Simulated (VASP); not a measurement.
VASP ran on this input.

POSCAR:
```
AgCl
1.0
  0.0000000000   2.7750000000   2.7750000000
  2.7750000000   0.0000000000   2.7750000000
  2.7750000000   2.7750000000   0.0000000000
Ag Cl
1 1
Direct
  0.0000000000   0.0000000000   0.0000000000
  0.5000000000   0.5000000000   0.5000000000
```

**INCAR**
```
! general
SYSTEM   = AgCl
PREC     = Accurate
ENCUT    = 520
LREAL    = .FALSE.
LASPH    = .TRUE.

! electronic loop
EDIFF    = 1E-6
NELM     = 100
ALGO     = Normal
LMAXMIX  = 4

! smearing
ISMEAR   = 0
SIGMA    = 0.05

! functional
GGA      = MK
LUSE_VDW = .TRUE.
AGGAC    = 0.0
PARAM1   = 0.1234568
PARAM2   = 0.7114
ZAB_VDW  = -1.8867

! ions
IBRION   = 2
NSW      = 60
ISIF     = 3
EDIFFG   = -0.01

! output
LWAVE    = .FALSE.
LCHARG   = .FALSE.
```

File KPOINTS:
```
Automatic
0
gamma
8 8 8
```

POTCAR, in this order: Ag Cl (PBE.64 set). Program: vasp_std.

Question: Translate this rev-vdW-DF2 calculation to Quantum ESPRESSO's pw.x.

Answer: One equivalent input (not run):
```
&CONTROL
  calculation = 'vc-relax'
  pseudo_dir = './pseudo'
  outdir = './out'
  tprnfor = .true.
  tstress = .true.
  nstep = 60
  forc_conv_thr = 0.00039
/
&SYSTEM
  ibrav = 0
  nat = 2
  ntyp = 2
  ecutwfc = 82
  occupations = 'smearing'
  smearing = 'gaussian'
  degauss = 0.003675
  input_dft = 'vdw-df2-b86r'
/
&ELECTRONS
  conv_thr = 7.3e-08
  electron_maxstep = 100
/
&IONS
/
&CELL
/
ATOMIC_SPECIES
  Ag 107.868 Ag.upf
  Cl 35.450 Cl.upf
CELL_PARAMETERS angstrom
     0.0000000    2.7750000    2.7750000
     2.7750000    0.0000000    2.7750000
     2.7750000    2.7750000    0.0000000
ATOMIC_POSITIONS crystal
  Ag   0.0000000  0.0000000  0.0000000
  Cl   0.5000000  0.5000000  0.5000000
K_POINTS automatic
  8 8 8 0 0 0
```
The two are equivalent in intent, not identical: the potentials are each code's own (VASP's PAW set, PseudoDojo norm-conserving files in pw.x), so ENCUT and ecutwfc are chosen apart and not converted; conv_thr bounds pw.x's estimated SCF error, while EDIFF bounds the energy change between steps; forc_conv_thr acts on force components and is met together with etot_conv_thr.

The compound is AgCl in the rock salt structure. This run relaxes it. Symmetry was kept, so distortions that lower it aren't found.
